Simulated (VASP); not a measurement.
Computed with optB86b-vdW, VASP's PBE PAW potentials (set 64) (plane waves; VASP).

Input for VASP

POSCAR:
```
Pb
1
   -0.0000000000     2.4837969050     2.4837969050
    2.4837969050    -0.0000000000     2.4837969050
    2.4837969050     2.4837969050     0.0000000000
Pb
1
Direct
  0.0000000000   0.0000000000   0.0000000000
```

**INCAR**
```
AGGAC=0.0
ALGO=Normal
EDIFF=1E-7
ENCUT=520
GGA=MK
ICHARG=11
ISMEAR=0
LASPH=.True.
LCHARG=.False.
LMAXMIX=4
LORBIT=11
LREAL=.False.
LUSE_VDW=.True.
LWAVE=.False.
NELM=100
PARAM1=0.1234
PARAM2=1.0
PREC=Accurate
SIGMA=0.05
SYSTEM=Pb
```

**KPOINTS**
```
k-points along high-symmetry lines
15
Line-mode
Reciprocal
  0.000000   0.000000   0.000000 ! GAMMA
  0.500000   0.000000   0.500000 ! X

  0.500000   0.000000   0.500000 ! X
  0.625000   0.250000   0.625000 ! U

  0.375000   0.375000   0.750000 ! K
  0.000000   0.000000   0.000000 ! GAMMA

  0.000000   0.000000   0.000000 ! GAMMA
  0.500000   0.500000   0.500000 ! L

  0.500000   0.500000   0.500000 ! L
  0.500000   0.250000   0.750000 ! W

  0.500000   0.250000   0.750000 ! W
  0.500000   0.000000   0.500000 ! X
```

POTCAR, in this order: Pb_d (PBE.64 set). Program: vasp_std. Read from the step before: CHGCAR.

Output of the run:

### OUTCAR
```
 ion  position               nearest neighbor table
   1  0.000  0.000  0.000-
  LATTYP: Found a face centered cubic cell.
 ALAT       =     4.9675938100
 Subroutine PRICEL returns:
 Original cell was already a primitive cell.
 Subroutine GETGRP returns: Found 48 space group operations
The static configuration has the point symmetry O_h .
The dynamic configuration has the point symmetry O_h .
 Subroutine INISYM returns: Found 48 space group operations
   k-points           NKPTS =     90   k-points in BZ     NKDIM =     90   number of bands    NBANDS=     11
   number of dos      NEDOS =    301   number of ions     NIONS =      1
   total plane-waves  NPLWV =  21952
   dimension x,y,z NGX =    28 NGY =   28 NGZ =   28
   dimension x,y,z NGXF=    56 NGYF=   56 NGZF=   56
   ions per type =               1
   PREC   = accura    normal or accurate (medium, high low for compatibility)
   ISTART =      0    job   : 0-new  1-cont  2-samecut
   ICHARG =     11    charge: 1-file 2-atom 10-const
   ISPIN  =      1    spin polarized calculation?
   LNONCOLLINEAR =      F non collinear calculations
   LSORBIT =      F    spin-orbit coupling
   INIWAV =      1    electr: 0-lowe 1-rand  2-diag
   ENCUT  =  520.0 eV  38.22 Ry    6.18 a.u.   6.53  6.53  6.53*2*pi/ulx,y,z
   NELM   =    100;   NELMIN=  2; NELMDL= -5     # of ELM steps
...
```

### OSZICAR
```
       N       E                     dE             d eps       ncg     rms          rms(c)
DAV:   1     0.107453692334E+03    0.10745E+03   -0.74523E+03  1991   0.150E+03
DAV:   2     0.389072709039E+01   -0.10356E+03   -0.10151E+03  2067   0.328E+02
DAV:   3    -0.741703015321E+00   -0.46324E+01   -0.46093E+01  2363   0.811E+01
DAV:   4    -0.840460917890E+00   -0.98758E-01   -0.98597E-01  2321   0.127E+01
DAV:   5    -0.845010850049E+00   -0.45499E-02   -0.45495E-02  2554   0.247E+00
DAV:   6    -0.845227935642E+00   -0.21709E-03   -0.21709E-03  2624   0.429E-01
DAV:   7    -0.845230262328E+00   -0.23267E-05   -0.23266E-05  2609   0.421E-02
DAV:   8    -0.845230286122E+00   -0.23794E-07   -0.24896E-07  1906   0.507E-03
   1 F= -.84523029E+00 E0= -.84442572E+00  d E =-.160912E-02
```

**OUTCAR**
```
 val. band max:        7.3466322428   @ k =   0.5000   0.2500   0.7500

 cond. band min:       7.3512418285   @ k =   0.5714   0.1429   0.5714



 k-point     1 :       0.0000    0.0000    0.0000
  band No.  band energies     occupation
      1      -9.9705      2.00000
      2      -9.9705      2.00000
      3      -9.9705      2.00000
      4      -9.8339      2.00000
      5      -9.8339      2.00000
      6      -4.6605      2.00000
      7      14.2942      0.00000
      8      14.2942      0.00000
      9      14.2942      0.00000
     10      16.9254      0.00000
     11      18.3763      0.00000

 k-point     2 :       0.0357    0.0000    0.0357
  band No.  band energies     occupation
      1      -9.9725      2.00000
      2      -9.9669      2.00000
      3      -9.9669      2.00000
      4      -9.8360      2.00000
      5      -9.8324      2.00000
      6      -4.6283      2.00000
      7      14.0581      0.00000
      8      14.1452      0.00000
      9      14.1452      0.00000
     10      16.7931      0.00000
     11      18.6462      0.00000

 k-point     3 :       0.0714    0.0000    0.0714
  band No.  band energies     occupation
      1      -9.9784      2.00000
      2      -9.9564      2.00000
      3      -9.9564      2.00000
      4      -9.8420      2.00000
      5      -9.8280      2.00000
      6      -4.5315      2.00000
      7      13.4789      0.00000
      8      13.7534      0.00000
      9      13.7534      0.00000
     10      16.4773      0.00000
     11      19.2125      0.00000

 k-point     4 :       0.1071    0.0000    0.1071
  band No.  band energies     occupation
      1      -9.9878      2.00000
      2      -9.9394      2.00000
      3      -9.9394      2.00000
      4      -9.8522      2.00000
      5      -9.8208      2.00000
      6      -4.3701      2.00000
      7      12.7369      0.00000
      8      13.2230      0.00000
      9      13.2230      0.00000
     10      16.0950      0.00000
...
```

The density is held fixed in this step, so its total energy and stress have no physical meaning. Unless said otherwise, spin-orbit coupling is left out, though it shifts the bands of the heavy elements here.

The compound is Pb in the fcc structure. It was relaxed first.
